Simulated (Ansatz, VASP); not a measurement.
Two plane-wave programs on BeAlS3

```xyz
5
Lattice="4.3149 0.0000 0.0000 0.0000 4.3149 0.0000 0.0000 0.0000 6.5182" Properties=species:S:1:pos:R:3 pbc="T T T"
Be    0.0000    0.0000   -2.0278
Al    2.1574    2.1574    2.9957
S     2.1574    2.1574    0.8208
S     2.1574    0.0000    4.0855
S     0.0000    2.1574    4.0855
```

Change from the starting cell: species swapped into the BaTiO3 type (P4mm, No. 99).

Alike in both runs: functional PBE; k mesh 4 × 4 × 4; occupations gaussian, width 0.1 eV; no spin polarisation.

Ansatz relaxed the structure, and its values are those at the end. VASP's run is a single point on that final structure, the one shown.

|  | VASP | Ansatz |
| --- | --- | --- |
| version | VASP 6.6.1 | Ansatz 0.2.0 |
| potentials or method | VASP PAW PBE potentials, release 64 (Be, Al, S) | scalar-relativistic, plane waves, PAW |
| plane-wave cutoff (eV) | 520 | 420 |
| valence electrons in the cell | 23 | 23 |

Ansatz gave:

| Property | Result |
| --- | --- |
| gap on the k mesh at the Fermi level (eV) | none |
| pressure (GPa) | 0.1 |
| rms of the force components (eV/Å) | 0.003 |

Question: Estimate VASP's values.

Answer: gap on the k mesh at the Fermi level (eV): none; pressure (GPa): 0.0; rms of the force components (eV/Å): 0.004.

A gap of «none» marks a metal or a gap that the smearing closes.

Caveats: the k mesh is coarse (spacing up to 0.36 Å⁻¹), so the values aren't converged.
